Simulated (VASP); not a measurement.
Input:

```yaml
crystal:
  lattice:
    - [0.00000, 1.99246, 1.99246]
    - [1.99246, 0.00000, 1.99246]
    - [1.99246, 1.99246, 0.00000]
  atoms:
    - { symbol: Li, position: [0.00000, 0.00000, 0.00000] }
    - { symbol: H, position: [0.50000, 0.50000, 0.50000] }
```

All values below come from r2SCAN+rVV10, VASP's PBE PAW potentials (set 64) (plane waves; VASP). Settings: 520 eV cut-off, 10×10×10 Γ-centred mesh, Gaussian smearing of 0.050 eV, potentials Li_sv H.

Predict the energy per atom (σ→0), band gap (on the k-mesh) with the smallest direct gap where there is one.

| Quantity | Result |
|---|---|
| band gap (on the k-mesh) | 3.53 eV |
| smallest direct gap (on the k-mesh) | 3.53 eV |
| energy per atom (σ→0) | -3.355 eV/atom |

The absolute energy has meaning only against runs of the same code, potentials and settings.

The compound is LiH in the rock salt structure. It was relaxed first, which changed the volume by -7 %. The start is the result of an earlier pass.
